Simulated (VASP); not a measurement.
Runs of VASP 6.6.1 on Cu. The structure is cubic, space group Fm-3m (No. 225). Conventional cell: a = 3.615 Å, b = 3.615 Å, c = 3.615 Å, α = 90.00°, β = 90.00°, γ = 90.00°. Around Cu (site symmetry m-3m) lie 12 Cu at 2.56 Å. 

| level | potentials or basis | gap on the mesh (eV) | pressure (GPa) | relaxed volume (Å³/atom) |
| --- | --- | --- | --- | --- |
| PBEsol | VASP PAW PBE potentials, release 64 (Cu) | none | -0.1 | 11.36 |
| LDA | VASP PAW LDA potentials, release 64 (Cu) | none | -0.1 | 10.94 |
| PBE | VASP PAW PBE potentials, release 64 (Cu) | none | -0.1 | (b) |
| r2SCAN | VASP PAW PBE potentials, release 64 (Cu) | none | -0.1 | 11.49 |
| PBE+D3(BJ) | VASP PAW PBE potentials, release 64 (Cu) | none | -0.1 | (a) |

Alike in all rows: task relaxation of cell and atoms; no spin polarisation; cell relaxed; k mesh 22 × 22 × 22; cutoff (eV) 600; smearing methfessel-paxton 0.1 eV.

Question: Estimate the missing entries.

Answer: (a) 11.35; (b) 12.00.

Caveats: the PAW data sets were made with another functional, which shifts forces and pressure a little (some runs); pairwise dispersion overbinds metals, which lowers pressure and volume (some runs).

A k mesh can miss the band edges.

A gap of «none» marks a metal or a gap under the smearing width.

Not every run made on this cell is shown here.
